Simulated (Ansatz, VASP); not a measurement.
## CdAg in VASP and in Ansatz

INCAR

```
  ALGO = Fast
  EDIFF = 1E-6
  ENCUT = 520
  GGA = CA
  ISIF = 2
  ISMEAR = 0
  LASPH = True
  LCHARG = False
  LREAL = False
  LWAVE = False
  NBANDS = 18
  NELM = 100
  PREC = Accurate
  SIGMA = 0.15
```

KPOINTS

```
k-points
0
Gamma
  16 16 16
```

File POSCAR:

```
CdAg
1.0
    3.3300000000      0.0000000000      0.0000000000
    0.0000000000      3.3300000000      0.0000000000
    0.0000000000      0.0000000000      3.3300000000
Cd Ag
1 1
Direct
    0.5000000000      0.5000000000      0.5000000000
    0.0000000000      0.0000000000      0.0000000000
```

Input for Ansatz:

```yaml
crystal:
  lattice:
    - [3.33, 0.0, 0.0]
    - [0.0, 3.33, 0.0]
    - [0.0, 0.0, 3.33]
  atoms:
    - { symbol: Cd, position: [0.5, 0.5, 0.5] }
    - { symbol: Ag, position: [0.0, 0.0, 0.0] }
basis:
  ecutwfc: 420
kpoints:
  mp_grid: { grid: [16, 16, 16] }
hamiltonian:
  xc: lda
scf:
  occupations: { method: gaussian, width: 0.15 }
output:
  forces: true
  stress: true
  eigenvalues: true
```

Alike in both runs: task single point; functional LDA; k mesh 16 × 16 × 16; occupations gaussian, width 0.15 eV; no spin polarisation.

|  | VASP | Ansatz |
| --- | --- | --- |
| version | VASP 6.6.1 | Ansatz 0.2.0 |
| potentials or method | VASP PAW LDA potentials, release 64 (Cd, Ag) | scalar-relativistic, plane waves, PAW |
| plane-wave cutoff (eV) | 520 | 420 |
| valence electrons in the cell | 23 | 39 |

VASP gave:

- gap on the k mesh at the Fermi level (eV): none
- pressure (GPa): -5.1

What did Ansatz give for the same quantities?

gap on the k mesh at the Fermi level (eV): none; pressure (GPa): -5.8.

A gap of «none» marks a metal or a gap that the smearing closes. The two sets of potentials don't hold the same shells in valence.
